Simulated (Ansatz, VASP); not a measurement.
# HfC in two plane-wave programs

Wanted: the spread between two codes on one cell, functional and k mesh. The cell is taken from a series of runs on this material, whose earlier steps may have relaxed, scaled, displaced or heated it; both programs get it as it stands.

Main program and level: Ansatz 0.2.0; plane waves, with VASP 6.6.1 beside it; zone-centre phonons at PBEsol.

**1. The starting structure**

It takes space group Immm (No. 71, orthorhombic). The conventional cell has a = 3.249 Å, b = 3.290 Å, c = 4.601 Å, α = 90.00°, β = 90.00°, γ = 90.00°. Nearest to C lie 6 Hf at 2.30 to 2.31 Å. Hf has 6 C at 2.30 to 2.31 Å nearest. Farther neighbours are not listed.

**2. VASP: zone-centre phonons, PBEsol**

Second derivatives magnify differences that forces hide, and they need a tight electronic threshold.

Lines of VASP's logs that name or quote its potential files are left out, and so is its time.

File INCAR:

```
SYSTEM = HfC
PREC = Accurate
ENCUT = 600
EDIFF = 1E-08
NELM = 120
ISMEAR = 1
SIGMA = 0.2
LREAL = .FALSE.
ALGO = Normal
GGA = PS
NBANDS = 13
LASPH = .TRUE.
LORBIT = 11
LWAVE = .FALSE.
LCHARG = .FALSE.
ISIF = 2
IBRION = 8
GGA_COMPAT = .FALSE.
KPAR = 2
```

File POSCAR:

```
HfC
1.0
    0.0145618915      2.3120539797      2.3003019352
    2.3120539797      0.0145618915      2.3003019352
    2.3266158712      2.3266158712     -0.0000000001
C Hf
1 1
Direct
    0.0000000000      0.0000000000      0.0000000000
    0.5000000000      0.5000000000      0.5000000000
```

File KPOINTS:

```
Automatic mesh
0
Gamma
16 16 16
0 0 0
```

PAW data sets: C and Hf_pv (PBE family, release 64).

Started as:

```console
> mpirun -np 2 vasp_std
```

Numbers of over 12 decimals in the logs are rounded to 6 here.

What it wrote:

```text
[banner, memory and clock lines left out]
running    2 mpi-ranks, on    1 nodes
 distrk:  each k-point on    1 cores,    2 groups
 distr:  one band on    1 cores,    1 groups

 POSCAR found type information on POSCAR C Hf
 POSCAR found :  2 types and       2 ions
|                                                                             |
|               ----> ADVICE to this user running VASP <----                  |
|                                                                             |
|     You enforced a specific xc type in the INCAR file but a different       |
|     [... a line on the potential file left out ...]
|     I HOPE YOU KNOW WHAT YOU ARE DOING!                                     |
|                                                                             |

 LDA part: xc-table for (Slater+PW92), standard interpolation
 POSCAR, INCAR and KPOINTS ok, starting setup
 FFT: planning ... GRIDC
 FFT: planning ... GRID_SOFT
 FFT: planning ... GRID
 WAVECAR not read
 entering main loop
       N       E                     dE             d eps       ncg     rms          rms(c)
DAV:   1     0.248010327159E+02    0.24801E+02   -0.85850E+03 16154   0.119E+03
DAV:   2    -0.233006217604E+02   -0.48102E+02   -0.44921E+02 20405   0.221E+02
DAV:   3    -0.250679628211E+02   -0.17673E+01   -0.17543E+01 20301   0.301E+01
DAV:   4    -0.250779917813E+02   -0.10029E-01   -0.10028E-01 17975   0.268E+00
DAV:   5    -0.250780592091E+02   -0.67428E-04   -0.67425E-04 20316   0.204E-01    0.602E+01
DAV:   6    -0.222652238451E+02    0.28128E+01   -0.12133E+01 18671   0.186E+01    0.425E+01
DAV:   7    -0.222097267423E+02    0.55497E-01   -0.54158E-01 18406   0.529E+00    0.238E+01
DAV:   8    -0.221982686766E+02    0.11458E-01   -0.58303E-02 19706   0.193E+00    0.502E+00
DAV:   9    -0.221930951792E+02    0.51735E-02   -0.23743E-02 19221   0.851E-01    0.191E+00
DAV:  10    -0.221926680790E+02    0.42710E-03   -0.17672E-03 19535   0.308E-01    0.718E-02
DAV:  11    -0.221926640881E+02    0.39909E-05   -0.82367E-05 18731   0.838E-02    0.141E-02
DAV:  12    -0.221926634279E+02    0.66023E-06   -0.33686E-06 20448   0.150E-02    0.101E-02
DAV:  13    -0.221926632579E+02    0.16998E-06   -0.26283E-07 19758   0.369E-03    0.229E-03
DAV:  14    -0.221926632364E+02    0.21506E-07   -0.21038E-08 17251   0.118E-03    0.141E-03
DAV:  15    -0.221926632519E+02   -0.15517E-07   -0.50124E-09  9378   0.613E-04    0.167E-04
DAV:  16    -0.221926632512E+02    0.66871E-09   -0.61123E-10  8563   0.237E-04
   1 F= -.22192663E+02 E0= -.22192426E+02  d E =-.711398E-03
 Linear response reoptimize wavefunctions to high precision
DAV:   1    -0.221926632497E+02    0.15493E-08   -0.31004E-11  9603   0.543E-05
DAV:   2    -0.221926632497E+02    0.81855E-11   -0.36688E-12  8268   0.172E-05
 Linear response DOF=           4
 Linear response progress:
  Degree of freedom:   1/  4
       N       E                     dE             d eps       ncg     rms          rms(c)
RMM:   1    -0.122376301744E+00   -0.12238E+00    0.30567E-02 63506   0.188E+00
RMM:   2    -0.118567807715E+00    0.38085E-02   -0.33278E-03 45855   0.350E-01    0.416E-01
RMM:   3    -0.118938288722E+00   -0.37048E-03   -0.63560E-04 42164   0.145E-01    0.218E-01
RMM:   4    -0.119860720062E+00   -0.92243E-03   -0.39069E-04 43212   0.110E-01    0.380E-02
RMM:   5    -0.119860249365E+00    0.47070E-06   -0.10272E-05 47631   0.237E-02    0.113E-02
RMM:   6    -0.119859826314E+00    0.42305E-06   -0.39304E-07 50737   0.424E-03    0.453E-03
RMM:   7    -0.119849166913E+00    0.10659E-04   -0.88558E-08 49016   0.205E-03    0.265E-03
RMM:   8    -0.119852101869E+00   -0.29350E-05   -0.10717E-08 51437   0.698E-04    0.375E-04
RMM:   9    -0.119851568158E+00    0.53371E-06   -0.31032E-09 53827   0.130E-04    0.180E-04
RMM:  10    -0.119851566043E+00    0.21153E-08   -0.65652E-09 55182   0.293E-05    0.691E-05
 first order change of Fermi-energy   0.54328E-04
 force on displaced ion       1 direction 1 :  -8.003  -0.238   0.000
 Linear response progress:
  Degree of freedom:   2/  4
       N       E                     dE             d eps       ncg     rms          rms(c)
RMM:   1    -0.122898870033E+00   -0.12290E+00    0.29506E-02 35640   0.190E+00
RMM:   2    -0.118823351999E+00    0.40755E-02   -0.34956E-03 25907   0.355E-01    0.440E-01
RMM:   3    -0.119194640373E+00   -0.37129E-03   -0.66225E-04 23788   0.148E-01    0.231E-01
RMM:   4    -0.120129507448E+00   -0.93487E-03   -0.39682E-04 24244   0.111E-01    0.393E-02
RMM:   5    -0.120128375389E+00    0.11321E-05   -0.10678E-05 26695   0.242E-02    0.116E-02
RMM:   6    -0.120128244093E+00    0.13130E-06   -0.40133E-07 28289   0.430E-03    0.454E-03
RMM:   7    -0.120117089196E+00    0.11155E-04   -0.94702E-08 27191   0.212E-03    0.263E-03
RMM:   8    -0.120120170190E+00   -0.30810E-05   -0.10489E-08 28798   0.706E-04    0.402E-04
RMM:   9    -0.120119577776E+00    0.59241E-06    0.96041E-10 29972   0.132E-04    0.173E-04
RMM:  10    -0.120119569668E+00    0.81080E-08   -0.26534E-09 30571   0.304E-05    0.393E-05
 first order change of Fermi-energy   0.10458E-02
 force on displaced ion       1 direction 3 :   0.000   0.000  -8.588
 Linear response progress:
  Degree of freedom:   3/  4
       N       E                     dE             d eps       ncg     rms          rms(c)
RMM:   1    -0.215575819561E+00   -0.21558E+00    0.37152E+00 31566   0.120E+01
RMM:   2    -0.211779182407E+00    0.37966E-02   -0.31395E-02 44030   0.129E+00    0.517E-01
RMM:   3    -0.211047904805E+00    0.73128E-03   -0.96475E-04 55574   0.156E-01    0.212E-01
RMM:   4    -0.210540846793E+00    0.50706E-03   -0.79430E-05 59603   0.550E-02    0.133E-01
RMM:   5    -0.210086713524E+00    0.45413E-03   -0.29462E-05 58793   0.401E-02    0.132E-02
RMM:   6    -0.210077942421E+00    0.87711E-05   -0.25930E-06 60307   0.104E-02    0.580E-03
RMM:   7    -0.210087216475E+00   -0.92741E-05   -0.14633E-06 63976   0.243E-03    0.597E-03
RMM:   8    -0.210087349564E+00   -0.13309E-06   -0.17541E-06 63232   0.570E-04    0.182E-03
RMM:   9    -0.210087714976E+00   -0.36541E-06   -0.17622E-06 66323   0.273E-04    0.723E-05
RMM:  10    -0.210088035314E+00   -0.32034E-06   -0.11587E-06 63772   0.909E-05    0.158E-05
RMM:  11    -0.210088098503E+00   -0.63189E-07   -0.51821E-07 69302   0.327E-05    0.330E-05
RMM:  12    -0.210088107532E+00   -0.90295E-08   -0.26563E-07 61925   0.126E-05    0.154E-05
RMM:  13    -0.210088115678E+00   -0.81451E-08   -0.13149E-07 56114   0.648E-06    0.105E-05
RMM:  14    -0.210088116251E+00   -0.57314E-09   -0.72803E-08 44841   0.362E-06    0.877E-06
 first order change of Fermi-energy   0.88884E-05
 force on displaced ion       2 direction 1 :  -8.005  -0.239   0.000
 Linear response progress:
  Degree of freedom:   4/  4
       N       E                     dE             d eps       ncg     rms          rms(c)
RMM:   1    -0.214820500860E+00   -0.21482E+00    0.37666E+00 18052   0.120E+01
RMM:   2    -0.211264697452E+00    0.35558E-02   -0.31318E-02 24932   0.129E+00    0.534E-01
RMM:   3    -0.210510737593E+00    0.75396E-03   -0.97648E-04 31050   0.157E-01    0.225E-01
RMM:   4    -0.209984492727E+00    0.52624E-03   -0.83267E-05 33343   0.568E-02    0.137E-01
RMM:   5    -0.209531526304E+00    0.45297E-03   -0.30414E-05 33033   0.405E-02    0.138E-02
RMM:   6    -0.209524019651E+00    0.75067E-05   -0.21908E-06 33720   0.107E-02    0.644E-03
RMM:   7    -0.209532201292E+00   -0.81816E-05   -0.47226E-07 35702   0.241E-03    0.635E-03
RMM:   8    -0.209532278881E+00   -0.77589E-07   -0.17734E-06 35093   0.581E-04    0.186E-03
RMM:   9    -0.209532683008E+00   -0.40413E-06   -0.22360E-06 36965   0.271E-04    0.379E-05
RMM:  10    -0.209533017289E+00   -0.33428E-06   -0.13825E-06 35717   0.900E-05    0.132E-05
RMM:  11    -0.209533075937E+00   -0.58648E-07   -0.65314E-07 38811   0.332E-05    0.314E-05
RMM:  12    -0.209533089004E+00   -0.13067E-07   -0.33218E-07 35029   0.137E-05    0.213E-05
RMM:  13    -0.209533094626E+00   -0.56224E-08   -0.17206E-07 31500   0.700E-06    0.127E-05
RMM:  14    -0.209533094949E+00   -0.32332E-09   -0.97942E-08 24476   0.392E-06    0.108E-05
 first order change of Fermi-energy  -0.68631E-03
 force on displaced ion       2 direction 3 :   0.000   0.000  -8.589
 Linear response finished
```

Parts of OUTCAR (step 2):

```text
ion  position               nearest neighbor table
   1  0.000  0.000  0.000-   2 2.30   2 2.30   2 2.31   2 2.31   2 2.31   2 2.31
   2  0.500  0.500  0.500-   1 2.30   1 2.30   1 2.31   1 2.31   1 2.31   1 2.31

  LATTYP: Found a body centered orthorhombic cell.
 ALAT       =     3.2491444706
 B/A-ratio  =     1.0126763366
 C/A-ratio  =     1.4159431543

 Subroutine GETGRP returns: Found  8 space group operations
 (whereof  8 operations were pure point group operations)

The static configuration has the point symmetry D_2h.

 Found    621 irreducible k-points:

   k-points           NKPTS =    621   k-points in BZ     NKDIM =    621   number of bands    NBANDS=     13

   dimension x,y,z NGX =    28 NGY =   28 NGZ =   28
   dimension x,y,z NGXF=    56 NGYF=   56 NGZF=   56

   ENCUT  =  600.0 eV  44.10 Ry    6.64 a.u.   6.51  6.51  6.57*2*pi/ulx,y,z

   NELECT =      14.0000    total number of electrons

 k-points in reciprocal lattice and weights: Automatic mesh
   0.00000000  0.00000000  0.00000000       0.000
   0.06250000  0.00000000  0.00000000       0.001
   0.12500000  0.00000000  0.00000000       0.001
   0.18750000  0.00000000  0.00000000       0.001
   0.25000000  0.00000000  0.00000000       0.001
   0.31250000  0.00000000 -0.00000000       0.001
   0.37500000  0.00000000  0.00000000       0.001
   0.43750000  0.00000000  0.00000000       0.001
   0.50000000  0.00000000  0.00000000       0.000
[...]
0.25000000  0.25000000  0.50000000       0.000
  -0.25000000  0.25000000  0.50000000       0.000

 average (electrostatic) potential at core
       1 -47.6967       2 -34.9872

  Total       -0.3988932     -0.3988932     -0.0641729     -0.3282403      0.0000000      0.0000000
  in kB      -25.9880459    -25.9880459     -4.1808918    -21.3849836      0.0000000      0.0000000
  external PRESSURE =     -18.7189945 kB  Pullay stress =       0.0000000 kB

  energy-cutoff  :      600.00
  volume of cell :       24.59
      direct lattice vectors                 reciprocal lattice vectors
     0.014561892  2.312053980  2.300301935    -0.217628606  0.217628606  0.217362770
     2.312053980  0.014561892  2.300301935     0.217628606 -0.217628606  0.217362770
     2.326615871  2.326615871 -0.000000000     0.214904405  0.214904405 -0.217362770

 POSITION                                       TOTAL-FORCE (eV/Angst)
 -----------------------------------------------------------------------------------
      0.00000      0.00000      0.00000        -0.000000      0.000000     -0.000000
      2.32662      2.32662      2.30030         0.000000     -0.000000      0.000000
 -----------------------------------------------------------------------------------
    total drift:                                0.000000      0.000000      0.000000

 Eigenvectors and eigenvalues of the dynamical matrix
 ----------------------------------------------------

   1 f  =   13.656848 THz    85.808509 2PiTHz  455.543427 cm-1    56.480161 meV
             X         Y         Z           dx          dy          dz
      0.000000  0.000000  0.000000    -0.000000   -0.000000    0.967959
      2.326616  2.326616  2.300302     0.000000    0.000000   -0.251107

   2 f  =   13.378484 THz    84.059492 2PiTHz  446.258180 cm-1    55.328938 meV
             X         Y         Z           dx          dy          dz
      0.000000  0.000000  0.000000    -0.684446   -0.684446   -0.000000
      2.326616  2.326616  2.300302     0.177578    0.177578    0.000000

   3 f  =   12.986398 THz    81.595946 2PiTHz  433.179616 cm-1    53.707403 meV
             X         Y         Z           dx          dy          dz
      0.000000  0.000000  0.000000     0.684449   -0.684449    0.000000
      2.326616  2.326616  2.300302    -0.177567    0.177567   -0.000000

   4 f/i=    0.000150 THz     0.000944 2PiTHz    0.005013 cm-1     0.000621 meV
             X         Y         Z           dx          dy          dz
      0.000000  0.000000  0.000000    -0.000000    0.000000   -0.251107
      2.326616  2.326616  2.300302    -0.000000    0.000000   -0.967959

   5 f/i=    0.000284 THz     0.001784 2PiTHz    0.009473 cm-1     0.001175 meV
             X         Y         Z           dx          dy          dz
      0.000000  0.000000  0.000000     0.177567   -0.177567   -0.000000
      2.326616  2.326616  2.300302     0.684449   -0.684449   -0.000000

   6 f/i=    0.000515 THz     0.003235 2PiTHz    0.017173 cm-1     0.002129 meV
             X         Y         Z           dx          dy          dz
      0.000000  0.000000  0.000000     0.177578    0.177579    0.000000
      2.326616  2.326616  2.300302     0.684446    0.684446    0.000000

 ELASTIC MODULI CONTR FROM IONIC RELAXATION (kBar)
 Direction    XX          YY          ZZ          XY          YZ          ZX
 --------------------------------------------------------------------------------
 XX           0.0000      0.0000      0.0000      0.0000      0.0000      0.0000
 YY           0.0000      0.0000      0.0000      0.0000      0.0000      0.0000
 ZZ           0.0000      0.0000      0.0000      0.0000      0.0000      0.0000
 XY           0.0000      0.0000      0.0000      0.0000      0.0000      0.0000
 YZ           0.0000      0.0000      0.0000      0.0000      0.0000      0.0000
 ZX           0.0000      0.0000      0.0000      0.0000      0.0000      0.0000
 --------------------------------------------------------------------------------
```

(Part 1 of 2 ends here.)

[Lines on the potential files, build, host, timing and source positions are cut from VASP's logs without a mark.]

[Logs are printed without paths, hosts, clocks, repeated set-up lines and the standing remarks that a program may print on its own settings, such as how far it seeks lower states.]

[Hosts, paths, dates, database ids (printed as entryN), source tags and the programs' standing remarks are cut or masked in the printed files.]
